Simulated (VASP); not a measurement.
Molecule: OAlClH2, in a box.

```
O Al Cl H
1.0
    13.00000    0.00000    0.00000
     0.00000   13.00000    0.00000
     0.00000    0.00000   11.00000
O Al Cl H
1 1 1 2
Direct
  0.43045 0.54093 0.45663
  0.54900 0.52662 0.51590
  0.60161 0.37968 0.56365
  0.38358 0.48555 0.44253
  0.61842 0.62355 0.53450
```

Program: VASP 6.6.1. Alike in all runs: no spin polarisation; cell as given; k mesh 1 × 1 × 1; smearing gaussian 0.01 eV. Hardware: 1 thread of AMD EPYC 9R45 96-Core Processor (Zen 5), on a shared host.

Task: Order these runs on this cell by their wall time, lowest first.
A. task single point; level r2SCAN; potentials or basis VASP PAW PBE potentials, release 64 (O_h, Al, Cl_h, H_h); cutoff (eV) 900
B. task electron localisation function; level PBE; potentials or basis VASP PAW PBE potentials, release 64 (O, Al, Cl, H); cutoff (eV) 520
C. task single point; level PBE0+TS; potentials or basis VASP PAW PBE potentials, release 64 (O, Al, Cl, H); cutoff (eV) 520; grid for exact exchange (PRECFOCK) Fast; exchange at q = 0 truncated
D. task single point; level SCAN; potentials or basis VASP PAW PBE potentials, release 64 (O, Al, Cl, H); cutoff (eV) 520

Result: B (66 s), C (150 s), D (340 s), A (770 s).
